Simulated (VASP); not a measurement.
An input for Quantum ESPRESSO's pw.x (written as the equivalent of a VASP run, and not itself run):

```
&CONTROL
  calculation = 'scf'
  pseudo_dir = './pseudo'
  outdir = './out'
  tprnfor = .true.
  tstress = .true.
/
&SYSTEM
  ibrav = 0
  nat = 5
  ntyp = 3
  ecutwfc = 72
  occupations = 'smearing'
  smearing = 'gaussian'
  degauss = 0.003675
  input_dft = 'pz'
/
&ELECTRONS
  conv_thr = 7.3e-11
  electron_maxstep = 100
/
ATOMIC_SPECIES
  Cs 132.905 Cs.upf
  Sn 118.710 Sn.upf
  Br 79.904 Br.upf
CELL_PARAMETERS angstrom
     5.8816350    0.0000000    0.0000000
     0.0000000    5.8816350    0.0000000
     0.0000000    0.0000000    5.8816350
ATOMIC_POSITIONS crystal
  Cs   0.0000000  0.0000000  0.0000000
  Sn   0.5000000  0.5000000  0.5000000
  Br   0.5000000  0.0000000  0.5000000
  Br   0.0000000  0.5000000  0.5000000
  Br   0.5000000  0.5000000  0.0000000
K_POINTS automatic
  9 9 9 1 1 1
```

**Question.** Translate this input to VASP (INCAR, KPOINTS, POSCAR, choice of POTCAR).

**Answer.** Several could match; the one computed here: 
File KPOINTS:
```
Automatic mesh
0
G
9 9 9
0.5 0.5 0.5
```

### POSCAR
```
CsSnBr3
1
    5.8816350000     0.0000000000     0.0000000000
    0.0000000000     5.8816350000     0.0000000000
    0.0000000000     0.0000000000     5.8816350000
Cs Sn Br
1 1 3
Direct
  0.0000000000   0.0000000000   0.0000000000
  0.5000000000   0.5000000000   0.5000000000
  0.5000000000   0.0000000000   0.5000000000
  0.0000000000   0.5000000000   0.5000000000
  0.5000000000   0.5000000000   0.0000000000
```

INCAR:
```
! general
SYSTEM  = CsSnBr3
PREC    = Accurate
ENCUT   = 420
LREAL   = .False.
LASPH   = .True.

! electronic loop
EDIFF   = 1E-09
NELM    = 100
ALGO    = Normal
LMAXMIX = 4

! smearing
ISMEAR  = 0
SIGMA   = 0.05

! ions
ISIF    = 2

! output
LWAVE   = .False.
LCHARG  = .False.
```

POTCAR, in this order: Cs_sv Sn_d Br (LDA.64 set). Program: vasp_std.

The two are equivalent in intent, not identical: the potentials are each code's own (VASP's PAW set, PseudoDojo norm-conserving files in pw.x), so ENCUT and ecutwfc are chosen apart and not converted; conv_thr bounds pw.x's estimated SCF error, while EDIFF bounds the energy change between steps.

The structure comes from a computed database's CsSnBr3 entry; how it stands against other phases isn't given here. The cell was not relaxed at this level. The run is one of a series of settings (EDIFF = 1E-09, ENCUT = 420, KPOINTS 9×9×9 Γ-centred mesh shifted by (0.5, 0.5, 0.5) against the base run), some of them coarse on purpose.
